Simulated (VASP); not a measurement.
Here is the system:

```yaml
crystal:
  lattice:
    - [4.16582, -2.27500, 0.00000]
    - [4.16582, 2.27500, 0.00000]
    - [2.92342, 0.00000, 3.73943]
  atoms:
    - { symbol: Bi, position: [0.23400, 0.23400, 0.23400] }
    - { symbol: Bi, position: [0.76600, 0.76600, 0.76600] }
```

The numbers are results of PBE GGA, VASP's PBE PAW potentials (set 64) (plane waves; VASP), not measurements. Numerical set-up: 400 eV cut-off, 11×11×11 Γ-centred mesh, first-order Methfessel-Paxton smearing of 0.10 eV, potentials Bi_d.

Question: Which forces act on the atoms, in eV/Å?

Answer: 
```
atom      Fx     Fy      Fz
----  ------  -----  ------
Bi1    0.172  0.000   0.057
Bi2   -0.172  0.000  -0.057
```

Question: Give the stress tensor in GPa (positive for a compressed cell).

Answer: 
```
1.65  0.00  0.04
0.00  1.52  0.00
0.04  0.00  1.53
```
The pressure is its mean diagonal, 1.57 GPa.

The compound is Bi in the a7 structure. The cell was not relaxed at this level. The run is one of a series of settings (KPOINTS 11×11×11 Γ-centred mesh against the base run), some of them coarse on purpose.
